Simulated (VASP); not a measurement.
```yaml
crystal:
  lattice:
    - [2.98944, 1.72595, 3.94239]
    - [-2.98944, 1.72595, 3.94239]
    - [0.00000, -3.45190, 3.94239]
  atoms:
    - { symbol: B, position: [0.18404, 0.71729, 0.18404] }
    - { symbol: B, position: [0.81596, 0.28271, 0.81596] }
    - { symbol: B, position: [0.18404, 0.18404, 0.71729] }
    - { symbol: B, position: [0.81596, 0.81596, 0.28271] }
    - { symbol: B, position: [0.71729, 0.18404, 0.18404] }
    - { symbol: B, position: [0.28271, 0.81596, 0.81596] }
    - { symbol: B, position: [0.01282, 0.32654, 0.01282] }
    - { symbol: B, position: [0.98718, 0.67346, 0.98718] }
    - { symbol: B, position: [0.01282, 0.01282, 0.32654] }
    - { symbol: B, position: [0.98718, 0.98718, 0.67346] }
    - { symbol: B, position: [0.32654, 0.01282, 0.01282] }
    - { symbol: B, position: [0.67346, 0.98718, 0.98718] }
    - { symbol: P, position: [0.40530, 0.40530, 0.40530] }
    - { symbol: P, position: [0.59470, 0.59470, 0.59470] }
```

Computed with r2SCAN meta-GGA, VASP's PBE PAW potentials (set 64) (plane waves; VASP). Settings: LREAL = Auto, 520 eV cut-off, 5×5×5 Γ-centred mesh, tetrahedra with Blöchl corrections, potentials B P.

The cores are frozen, which limits the accuracy of field gradients.

Question: Give the principal components of the electric field gradient (V/Å²) and the asymmetry η at each nucleus.

Answer: 
| atom | Vxx | Vyy | Vzz | η |
|---|---|---|---|---|
| B1 | -0.6 | -0.1 | 0.7 | 0.69 |
| B2 | -0.6 | -0.1 | 0.7 | 0.69 |
| B3 | -0.6 | -0.1 | 0.7 | 0.69 |
| B4 | -0.6 | -0.1 | 0.7 | 0.69 |
| B5 | -0.6 | -0.1 | 0.7 | 0.69 |
| B6 | -0.6 | -0.1 | 0.7 | 0.69 |
| B7 | 9.6 | 6.4 | -16.1 | 0.20 |
| B8 | 9.6 | 6.4 | -16.1 | 0.20 |
| B9 | 9.6 | 6.4 | -16.1 | 0.20 |
| B10 | 9.6 | 6.4 | -16.1 | 0.20 |
| B11 | 9.6 | 6.4 | -16.1 | 0.20 |
| B12 | 9.6 | 6.4 | -16.1 | 0.20 |
| P13 | -42.9 | -42.9 | 85.9 | 0.00 |
| P14 | -42.9 | -42.9 | 85.9 | 0.00 |

The structure comes from a computed database's B6P entry (R-3m); how it stands against other phases isn't given here. It was relaxed first.
